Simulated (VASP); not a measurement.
Given:

```yaml
crystal:
  lattice:
    - [3.12689, -5.41906, -0.00161]
    - [1.56480, 2.71032, 0.00000]
    - [-0.00129, 0.00074, 5.04131]
  atoms:
    - { symbol: Ga, position: [0.33375, 0.33375, 0.50174] }
    - { symbol: Al, position: [0.16524, 0.66524, 0.00032] }
    - { symbol: Al, position: [0.83264, 0.33264, 0.50133] }
    - { symbol: Al, position: [0.66827, 0.66827, 0.00048] }
    - { symbol: N, position: [0.33372, 0.33372, 0.89010] }
    - { symbol: N, position: [0.15983, 0.65983, 0.37630] }
    - { symbol: N, position: [0.83282, 0.33282, 0.87924] }
    - { symbol: N, position: [0.67373, 0.67373, 0.37848] }
```

Computed with PBEsol GGA, VASP's PBE PAW potentials (set 64) (plane waves; VASP). Run with 520 eV cut-off, Gaussian smearing of 0.050 eV, potentials Ga_d Al N.

Problem. Give the energies of bands 12 to 25 at the high-symmetry points, in eV from the valence-band maximum.

Solution. 
| band | Γ | Z | D | B | A | E | C2 | Y2 |
|---|---|---|---|---|---|---|---|---|
| 12 | -4.39 | -4.51 | -4.58 | -3.79 | -3.91 | -5.68 | -4.97 | -3.69 |
| 13 | -3.56 | -4.22 | -4.21 | -3.45 | -3.83 | -5.52 | -4.92 | -3.19 |
| 14 | -2.23 | -3.81 | -3.63 | -2.71 | -1.84 | -1.63 | -3.20 | -1.62 |
| 15 | -1.90 | -3.65 | -3.43 | -2.29 | -1.76 | -1.63 | -3.09 | -1.60 |
| 16 | -0.92 | -3.21 | -2.23 | -1.73 | -1.69 | -1.60 | -3.02 | -1.53 |
| 17 | -0.89 | -2.92 | -2.21 | -1.58 | -1.46 | -1.60 | -2.97 | -1.31 |
| 18 | -0.75 | -1.90 | -1.96 | -0.57 | -1.21 | -1.52 | -1.19 | -0.66 |
| 19 | -0.09 | -1.83 | -1.86 | -0.55 | -1.16 | -1.44 | -1.18 | -0.66 |
| 20 | -0.01 | -1.57 | -0.79 | -0.40 | -1.13 | -1.42 | -1.15 | -0.33 |
| 21 | 0.00 | -1.49 | -0.64 | -0.21 | -0.75 | -1.19 | -0.90 | -0.28 |
| 22 | 3.50 | 5.61 | 5.16 | 5.49 | 5.86 | 4.67 | 6.10 | 4.81 |
| 23 | 5.42 | 5.63 | 5.57 | 5.76 | 6.12 | 5.07 | 6.44 | 5.19 |
| 24 | 5.87 | 7.58 | 5.76 | 6.94 | 6.27 | 5.13 | 6.47 | 5.65 |
| 25 | 5.97 | 7.71 | 5.87 | 7.35 | 6.41 | 5.14 | 6.50 | 6.05 |

The gap is direct, 3.50 eV, from the valence maximum at Γ to the conduction minimum at Γ.

The structure was generated: Al3GaN4 was put into an ordered model structure (Pm), which need not be its known phase. It was relaxed first.
